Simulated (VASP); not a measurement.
Calculation: PBE GGA, VASP's PBE PAW potentials (set 64) (plane waves; VASP).

A VASP calculation is set up with these files.

POSCAR:
```
Pt3Rh
3.2634880
  0.0000000000   1.0000000000   1.0000000000
  1.0000000000   0.0000000000   1.0000000000
  1.0000000000   1.0000000000   0.0000000000
Rh Pt
1 3
Direct
 -0.0080730000  -0.0024370000   0.0209850000
  0.4917820000   0.5074020000   0.4863960000
  0.2599860000   0.2453140000   0.2329270000
  0.7563050000   0.7497210000   0.7596920000
```

### INCAR
```
SYSTEM  =  Pt3Rh
PREC  =  Accurate; ENCUT  =  300; LREAL  =  .False.
LASPH  =  .True.
EDIFF  =  1E-6; NELM  =  100; ALGO  =  Normal
LMAXMIX  =  6
ISMEAR  =  -1; SIGMA  =  0.136
GGA  =  PE
ISIF  =  2
LWAVE  =  .False.; LCHARG  =  .False.
```

**KPOINTS**
```
Automatic mesh
0
Gamma
6 6 6
0 0 0
```

POTCAR, in this order: Rh_pv Pt (PBE.64 set). Program: vasp_std.

The resulting files:

**OSZICAR**
```
       N       E                     dE             d eps       ncg     rms          rms(c)
DAV:   1     0.219524935003E+03    0.21952E+03   -0.17994E+04  6936   0.106E+03
DAV:   2    -0.185630735424E+02   -0.23809E+03   -0.23057E+03  6910   0.301E+02
DAV:   3    -0.260362432270E+02   -0.74732E+01   -0.70300E+01  6778   0.508E+01
DAV:   4    -0.261750076234E+02   -0.13876E+00   -0.13805E+00  6552   0.655E+00
DAV:   5    -0.261778258969E+02   -0.28183E-02   -0.28176E-02  6602   0.923E-01    0.155E+01
DAV:   6    -0.253526559923E+02    0.82517E+00   -0.82697E+00  6368   0.190E+01    0.125E+01
DAV:   7    -0.252954419415E+02    0.57214E-01   -0.13121E+01  6495   0.210E+01    0.944E+00
DAV:   8    -0.246437566190E+02    0.65169E+00   -0.18450E+00  6530   0.124E+01    0.336E+00
DAV:   9    -0.246460254282E+02   -0.22688E-02   -0.24929E-01  6457   0.373E+00    0.188E+00
DAV:  10    -0.246335685760E+02    0.12457E-01   -0.85082E-02  6228   0.275E+00    0.874E-01
DAV:  11    -0.246287665381E+02    0.48020E-02   -0.26167E-02  6696   0.124E+00    0.165E-01
DAV:  12    -0.246286146740E+02    0.15186E-03   -0.11125E-03  6305   0.267E-01    0.987E-02
DAV:  13    -0.246285309409E+02    0.83733E-04   -0.44936E-04  6438   0.137E-01    0.247E-02
DAV:  14    -0.246285299122E+02    0.10287E-05   -0.22805E-05  6328   0.436E-02    0.687E-03
DAV:  15    -0.246285305594E+02   -0.64722E-06   -0.15374E-06  3435   0.937E-03
   1 F= -.24628531E+02 E0= -.24434192E+02  d E =-.388676E+00
```

OUTCAR:
```
------------------------ aborting loop because EDIFF is reached ----------------------------------------
  FORCE on cell =-STRESS in cart. coord.  units (eV):
  Direction    XX          YY          ZZ          XY          YZ          ZX
  --------------------------------------------------------------------------------------
  Total       -8.2956860     -8.3371965     -8.1851470      0.2149136     -0.0787860     -0.1583574
  in kB     -191.1995340   -192.1562713   -188.6518255      4.9533436     -1.8158661     -3.6498318
  external PRESSURE =    -190.6692102 kB  Pullay stress =       0.0000000 kB
  volume of cell :       69.51
      direct lattice vectors                 reciprocal lattice vectors
     0.000000000  3.263488000  3.263488000    -0.153210307  0.153210307  0.153210307
     3.263488000  0.000000000  3.263488000     0.153210307 -0.153210307  0.153210307
     3.263488000  3.263488000  0.000000000     0.153210307  0.153210307 -0.153210307
 POSITION                                       TOTAL-FORCE (eV/Angst)
 -----------------------------------------------------------------------------------
      3.32402      3.30563      6.49268        -0.115806      0.025766      0.020159
      3.24325      3.19227      3.26082        -0.048825      0.278780     -0.006127
      1.56073      1.60862      1.64904         0.192315     -0.090198      0.010268
      4.92595      4.94744      4.91490        -0.027685     -0.214349     -0.024300
 -----------------------------------------------------------------------------------
    total drift:                                0.000095     -0.000077      0.000209
  FREE ENERGIE OF THE ION-ELECTRON SYSTEM (eV)
  ---------------------------------------------------
  free  energy   TOTEN  =       -24.6285305594 eV

  energy  without entropy=      -24.2398544022  energy(sigma->0) =      -24.43419248
```
(Selected blocks of OUTCAR.)

At this cut-off the stress carries a Pulay error, which pulls relaxed volumes low.

The structure was generated: Pt3Rh was put into an ordered model structure, which need not be its known phase. The cell was not relaxed at this level, atoms are displaced from their ideal sites. The electron count is odd and the run is not spin-polarised, which forces a metal.
